The volume change is the difference between the relaxed and the starting volume of the cell, as a percentage of the starting volume. The energy drop per atom is the energy gained between these two cells. Both come from plane-wave density-functional relaxations of face-centred cubic platinum, all begun from the same cell. The wave cutoff sets the highest kinetic energy of the plane waves in the basis, and so how fine a detail of the electron waves can be described.

Two magnitudes are worth remembering. With a good basis the cell expands by nearly 4 %, and with the poorest one it shrinks by nearly 4 %. The shrunken cell hides an error in pressure of the order of 20 GPa, while the calculation reports a pressure of about 0.01 GPa and stops as if all were well.

VASP 6.6.1, PBE with the recommended PAW potentials, without spin polarisation or spin–orbit coupling: relaxations of the one-atom primitive cell of face-centred cubic platinum. All runs use an 18 × 18 × 18 k mesh and Gaussian smearing of 0.1 eV. The length a is the edge of the primitive cell. It is 2.773 Å in the starting cell shared by all runs, and the table gives its value after each relaxation.

```
wave cutoff  volume change (%)  relaxed length a (Å)  energy drop per atom (meV)
     200 eV             -3.890                 2.737                       36.10
     350 eV              3.240                 2.803                       12.90
     520 eV              3.660                 2.807                       15.20
     600 eV              3.570                 2.806                       15.50
     700 eV              3.580                 2.806                       15.60
```

### How the failure shows

The plainest sign is the direction of the change. At 200 eV the volume falls by 3.89 %, whereas every higher cutoff makes it grow. The rows at 600 and 700 eV agree to 0.01 percentage points, so the expansion of about 3.6 % is the settled answer of this level of theory.

The energy drop gives a second sign. It is 36.1 meV at 200 eV and 15.6 meV at 700 eV, which might suggest that the poor basis found the better minimum. It did not: its final energy is still 57 meV above that of the 700 eV run. A large drop can also arise because the basis describes the final cell better than the starting one.

The third sign combines the two columns. If the energy is a parabola in the volume, a drop and a volume change together fix the stiffness of the crystal. The 700 eV row gives 268 GPa, a sensible size for platinum, and the 200 eV row gives 487 GPa. Platinum does stiffen when compressed, but a few per cent of volume should not make it nearly twice as stiff, so something besides the elasticity of the metal is shaping the energy curve.

### Why a poor basis pulls the cell inward

During such a relaxation the program keeps the list of plane waves that it made for the starting cell. When the cell shrinks, each wave on the list is squeezed with it. Its wavelength shortens and its kinetic energy rises, in proportion to V^(−2/3), where V is the cell volume. The same list therefore reaches a higher effective cutoff in a smaller cell: the run begun at 200 eV ends at about 205 eV.

A higher effective cutoff describes the electrons better and so lowers the computed energy. Shrinking the cell is thus rewarded, although the reward comes from the basis and has no counterpart in the metal. This false inward pull is known as Pulay stress. It is strong where the energy still falls steeply with the cutoff, and 200 eV lies below the program's default cutoff for the standard platinum dataset, whose compact d electrons need short waves.

The pull also explains why the stress gives no alarm. The program computes the stress as the response of the energy to a strain of the cell with the list of waves held fixed, so the false pull is part of the result. The relaxation ends where this pull balances the real outward push of the compressed metal. That push can be estimated from the volume error of about 7 % and the stiffness of 268 GPa: 0.07 × 268 GPa ≈ 20 GPa. A vanishing stress shows that the two are in balance, and leaves open whether either of them is small.

### The size of the false reward

The parabola of the 700 eV row lets us estimate what the basis contributed at 200 eV. Its minimum lies at +3.58 %, and the starting cell is 15.6 meV above it. The shrunken cell is 3.58 + 3.89 = 7.47 percentage points away from the minimum, so it should lie 15.6 × (7.47/3.58)² ≈ 68 meV above it. On the way from the starting cell to the shrunken one, the energy of the metal should therefore have risen by about 50 meV.

The calculation reports a fall of 36 meV instead. The basis error must then have shrunk by roughly 90 meV while the effective cutoff rose by only 5 eV. This is a rough figure, because a real metal stiffens under compression and departs from a parabola. The stiffening would make the true rise, and with it the false reward, larger still.

### Why the total energy looks better than it is

This estimate exposes a second trap. In the unchanged starting cell, the 200 eV energy lies only 78 meV above the 700 eV value. If that gap were the whole basis error, a rise of the cutoff by about 5 eV would remove it, and 205 eV would be a nearly perfect basis. The true error must be much larger than the gap suggests.

A likely explanation lies in how the program builds its total energy. It estimates the kinetic-energy error that the cutoff causes in a free atom and allows for it in the atomic reference energy. This correction hides much of the basis error, but it is one constant for the whole run. It can shift the energy curve up or down, yet it cannot remove the slope that pulls on the cell. The explanation is argued from the workings of the program and was not tested by a separate run.

The row at 350 eV shows the same trap on a small scale. In the starting cell its energy is within 1.3 meV of the 700 eV value, which looks converged. In the relaxed cell the difference has grown to 4.0 meV, because this cell expands and its effective cutoff falls. A convergence test on the energy of one fixed cell is therefore a poor guide to the basis that a volume relaxation needs.

### How far a simple model reaches

Suppose that the false pull is constant along the path. It then moves the minimum of the parabola but leaves its curvature alone, and the energy drop should follow the square of the volume change. With depth and minimum taken from the 700 eV row alone, the prediction for 350 eV is 15.6 × (3.24/3.58)² ≈ 12.8 meV. The computed drop is 12.9 meV, which is consistent with a nearly constant pull at this cutoff.

At 200 eV the same rule predicts 18 meV, half the computed drop. The failure is instructive. Here the pull is expected to change along the path: it should weaken as the cell shrinks and the effective cutoff rises, which adds curvature to the energy. The natural stiffening of compressed platinum adds some as well, and these numbers do not separate the two shares. The printed analysis after this text lists the comparison for each row.

### A different fault at 520 eV

The volume change at 520 eV, 3.66 %, is slightly above the settled value, although a basis error should leave it slightly below. This run had a looser stopping criterion and ended with the cell under a tension of 0.30 GPa. Letting that tension relax would bring the volume change to about 3.54 %, just under the settled value, where a small remaining pull would put it.

The contrast with 200 eV is useful in practice. An unfinished relaxation leaves a visible stress, and its effect on the volume can be estimated by dividing that stress by the stiffness. A poor basis leaves no such trace in the final stress. A comparison with a higher cutoff brings it to light, and a fresh start from the relaxed cell, which makes a new list of waves, can also give it away by a jump in energy and stress.

### Agreement with the starting cell is no test

The volume change passes from negative at 200 eV to positive at 350 eV. If it varies smoothly, some cutoff in between would leave the cell exactly as it was. At that point the false pull would cancel the real push, and the result would look like perfect agreement with the starting structure. Raising the cutoff further would then seem to make the answer worse, while in fact it removes an error that had been masking another.

What remains at 700 eV is the answer of the chosen functional without spin-orbit coupling. PBE is known to make the lattices of heavy metals such as platinum too large, and the expansion of 3.6 % is in line with that, since the starting cell is close to the measured one. A larger basis will not cure it. It does ensure that the remaining difference can be discussed as a matter of physics and no longer as a matter of the wave list.

The analysis program printed:

```
Distance from the 700 eV row:
     row  conventional edge (angstrom)  volume change less 700 eV (points)  energy drop less 700 eV (meV)
  200 eV                         3.871                               -7.47                           20.5
  350 eV                         3.964                               -0.34                           -2.7
  520 eV                          3.97                                0.08                           -0.4
  600 eV                         3.968                               -0.01                           -0.1
  700 eV                         3.968                                   0                              0
Parabola test:
     row  apparent stiffness (GPa)  correction for leftover stress (points)  corrected volume change (%)  predicted drop (meV)  prediction less value (meV)
  200 eV                     487.2                                 0.004678                       -3.885                 18.37                       -17.73
  350 eV                     269.6                                -0.006668                        3.233                 12.73                       -0.175
  520 eV                     249.9                                  -0.1165                        3.543                 15.28                       0.0831
  600 eV                     267.7                                -0.008279                        3.562                 15.44                      -0.0589
  700 eV                     267.9                               -1.961e-05                         3.58                  15.6                   -0.0001709
Energy balance:
     row  start cell above 700 eV row (meV)  final cell above 700 eV row (meV)  effective cutoff at the end (eV)  rough change of basis error (meV)
  200 eV                              77.88                              57.38                             205.4                             -88.42
  350 eV                              1.297                              3.997                             342.6                              2.559
  520 eV                              0.308                              0.708                             507.7                             0.3922
  600 eV                              0.088                              0.188                             586.1                            0.09988
  700 eV                                  0                                  0                             683.8                                  0
Rough slope of basis error at 200 eV (meV per eV of cutoff): -16.49
Rough slope of basis error at 350 eV (meV per eV of cutoff): -0.3477
Cutoff rise that would use up the start-cell gap at 200 eV (eV): 4.722
Cutoff rise that would use up the start-cell gap at 350 eV (eV): 3.731
Apparent stiffness at 200 eV over that at 700 eV (ratio): 1.819
Computed over predicted drop at 200 eV (ratio): 1.965
```
